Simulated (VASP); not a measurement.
VASP input:

POSCAR:
```
RbLiZnS2
1.0
 -2.0127350000   2.0127350000   6.8806200000
  2.0127350000  -2.0127350000   6.8806200000
  2.0127350000   2.0127350000  -6.8806200000
Rb Li Zn S
1 1 1 2
Cart
  0.0000000000   0.0000000000   0.0000000000
  2.0127350000   0.0000000000   3.4403100000
  0.0000000000   2.0127350000   3.4403100000
 -0.0000000000   0.0000000000   8.9841631464
 -0.0000000000   0.0000000000   4.7770768536
```

INCAR:
```
SYSTEM=RbLiZnS2
PREC=Accurate; ENCUT=400; LREAL=.FALSE.
LASPH=.TRUE.
EDIFF=1E-6; NELM=100; ALGO=Normal
LMAXMIX=4
ISMEAR=0; SIGMA=0.01
GGA=PS
LDAUL=-1 -1 2 -1
LDAUU=0 0 4.0 0
LDAUJ=0 0 0 0
LDAU=.TRUE.; LDAUTYPE=2
ISIF=2
LWAVE=.FALSE.; LCHARG=.FALSE.
```

KPOINTS:
```
Automatic mesh
0
Gamma
6 6 6
0 0 0
```

POTCAR, in this order: Rb_sv Li_sv Zn S (PBE.64 set). Program: vasp_std.

Question: Translate this PBEsol+U calculation to Quantum ESPRESSO's pw.x.

Answer: One equivalent input (not run):
```
&CONTROL
  calculation = 'scf'
  pseudo_dir = './pseudo'
  outdir = './out'
  tprnfor = .true.
  tstress = .true.
/
&SYSTEM
  ibrav = 0
  nat = 5
  ntyp = 4
  ecutwfc = 84
  occupations = 'smearing'
  smearing = 'gaussian'
  degauss = 0.000735
  input_dft = 'pbesol'
/
&ELECTRONS
  conv_thr = 7.3e-08
  electron_maxstep = 100
/
ATOMIC_SPECIES
  Rb 85.468 Rb.upf
  Li 6.940 Li.upf
  Zn 65.380 Zn.upf
  S 32.060 S.upf
CELL_PARAMETERS angstrom
    -2.0127350    2.0127350    6.8806200
     2.0127350   -2.0127350    6.8806200
     2.0127350    2.0127350   -6.8806200
ATOMIC_POSITIONS crystal
  Rb   0.0000000  0.0000000  0.0000000
  Li   0.2500000  0.7500000  0.5000000
  Zn   0.7500000  0.2500000  0.5000000
  S    0.6528600  0.6528600  0.0000000
  S    0.3471400  0.3471400  0.0000000
K_POINTS automatic
  6 6 6 0 0 0
HUBBARD {ortho-atomic}
U Zn-3d 4
```
What does not carry over: the potentials are each code's own (VASP's PAW set, PseudoDojo norm-conserving files in pw.x), so ENCUT and ecutwfc are chosen apart and not converted; conv_thr bounds pw.x's estimated SCF error, while EDIFF bounds the energy change between steps; the +U projectors differ (PAW spheres against orthogonalised atomic orbitals), so the same U acts differently.

The structure comes from a computed database's RbLiZnS2 entry; how it stands against other phases isn't given here. The cell was not relaxed at this level. The run is one of a series of settings (LDAU = .TRUE., LDAUJ = 0 0 0 0, LDAUL = -1 -1 2 -1, LDAUTYPE = 2, LDAUU = 0 0 4.0 0 against the base run), some of them coarse on purpose.
